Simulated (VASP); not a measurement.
Given:

```yaml
crystal:
  lattice:
    - [0.00000, 2.80230, 2.80230]
    - [2.80230, 0.00000, 2.80230]
    - [2.80230, 2.80230, 0.00000]
  atoms:
    - { symbol: In, position: [0.50000, 0.50000, 0.50000] }
    - { symbol: As, position: [0.00000, 0.00000, 0.00000] }
```

Calculation: LDA (Ceperley-Alder, Perdew-Zunger) with spin-orbit coupling, VASP's LDA PAW potentials (set 64) (plane waves; VASP). Settings: 400 eV cut-off, 10×10×10 Γ-centred mesh, Gaussian smearing of 0.050 eV, potentials In_d As.

### Question
The job: InAs (space group Fm-3m), 2 atoms, LDA+SOC, static run, 400 eV, 10×10×10 Γ-centred mesh. Roughly how much core time does it take on a busy server core?

### Answer
About 2 core-minutes (one run on a shared machine, a rough figure). It had 47 irreducible k-points, 26 bands, up to 1642 plane waves and 12 electronic steps.

The structure comes from a computed database's InAs entry (Fm-3m); how it stands against other phases isn't given here. It was relaxed first, which changed the volume by -8 %.
